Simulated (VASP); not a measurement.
All values below come from vdW-DF-cx, VASP's PBE PAW potentials (set 64) (plane waves; VASP).

A VASP calculation is set up with these files.

**KPOINTS**
```
Automatic mesh
0
G
13 13 13
```

INCAR:
```
! general
SYSTEM   = PdIn
PREC     = Accurate
ENCUT    = 520
LREAL    = .FALSE.
LASPH    = .TRUE.

! electronic loop
EDIFF    = 1E-7
NELM     = 100
ALGO     = Normal
LMAXMIX  = 4

! smearing
ISMEAR   = -5

! functional
GGA      = CX
LUSE_VDW = .TRUE.
AGGAC    = 0.0

! ions
ISIF     = 2

! output
LWAVE    = .FALSE.
LCHARG   = .TRUE.
LORBIT   = 11
NEDOS    = 601
```

POSCAR:
```
PdIn
1
    3.2571959831     0.0000000000     0.0000000000
    0.0000000000     3.2571959831    -0.0000000000
    0.0000000000     0.0000000000     3.2571959831
In Pd
1 1
Direct
  0.5000000000   0.5000000000   0.5000000000
  0.0000000000   0.0000000000   0.0000000000
```

POTCAR, in this order: In_d Pd (PBE.64 set). Program: vasp_std.

The run wrote:

### OSZICAR
```
       N       E                     dE             d eps       ncg     rms          rms(c)
DAV:   1     0.167337457320E+03    0.16734E+03   -0.11562E+04  2551   0.200E+03
DAV:   2     0.410901195973E+01   -0.16323E+03   -0.15974E+03  2667   0.410E+02
DAV:   3    -0.328636578943E+01   -0.73954E+01   -0.73602E+01  3136   0.929E+01
DAV:   4    -0.341984880935E+01   -0.13348E+00   -0.13340E+00  3121   0.119E+01
DAV:   5    -0.342595936156E+01   -0.61106E-02   -0.61073E-02  3658   0.223E+00    0.664E+00
DAV:   6    -0.321846354221E+01    0.20750E+00   -0.61474E-01  2884   0.112E+01    0.299E+00
DAV:   7    -0.317923563397E+01    0.39228E-01   -0.86611E-02  3451   0.571E+00    0.153E+00
DAV:   8    -0.317003403112E+01    0.92016E-02   -0.24539E-02  3045   0.168E+00    0.411E-01
DAV:   9    -0.316906676966E+01    0.96726E-03   -0.20807E-03  3234   0.813E-01    0.568E-02
DAV:  10    -0.316906399253E+01    0.27771E-05   -0.45996E-05  3595   0.102E-01    0.228E-02
DAV:  11    -0.316906652579E+01   -0.25333E-05   -0.48429E-06  2786   0.232E-02    0.317E-03
DAV:  12    -0.316906671184E+01   -0.18606E-06   -0.43694E-07  3293   0.687E-03    0.151E-03
DAV:  13    -0.316906668423E+01    0.27611E-07   -0.25950E-08  1582   0.184E-03
   1 F= -.31690667E+01 E0= -.31690667E+01  d E =0.000000E+00
```

**OUTCAR**
```
------------------------ aborting loop because EDIFF is reached ----------------------------------------
  FORCE on cell =-STRESS in cart. coord.  units (eV):
  Direction    XX          YY          ZZ          XY          YZ          ZX
  --------------------------------------------------------------------------------------
  Total       -0.0406471     -0.0406471     -0.0406471     -0.0000000      0.0000000      0.0000000
  in kB       -1.8845526     -1.8845526     -1.8845526     -0.0000000      0.0000000      0.0000000
  external PRESSURE =      -1.8845526 kB  Pullay stress =       0.0000000 kB
  volume of cell :       34.56
      direct lattice vectors                 reciprocal lattice vectors
     3.257195983  0.000000000  0.000000000     0.307012536  0.000000000  0.000000000
     0.000000000  3.257195983  0.000000000     0.000000000  0.307012536  0.000000000
     0.000000000  0.000000000  3.257195983     0.000000000  0.000000000  0.307012536
 POSITION                                       TOTAL-FORCE (eV/Angst)
 -----------------------------------------------------------------------------------
      1.62860      1.62860      1.62860         0.000000      0.000000      0.000000
      0.00000      0.00000      0.00000         0.000000      0.000000      0.000000
 -----------------------------------------------------------------------------------
    total drift:                                0.000000      0.000000     -0.000000
  FREE ENERGIE OF THE ION-ELECTRON SYSTEM (eV)
  ---------------------------------------------------
  free  energy   TOTEN  =        -3.1690666842 eV

  energy  without entropy=       -3.1690666842  energy(sigma->0) =       -3.16906668

 total charge

# of ion       s       p       d       tot
------------------------------------------
    1        0.809   0.754   9.905  11.468
    2        0.422   0.429   8.661   9.512
--------------------------------------------------
tot          1.231   1.183  18.566  20.980
```
(Selected blocks of OUTCAR.)

For a metal the tetrahedron method with Blöchl corrections gives inexact stress and forces.

The compound is PdIn in the CsCl type structure. It was relaxed first. The electron count is odd and the run is not spin-polarised, which forces a metal.
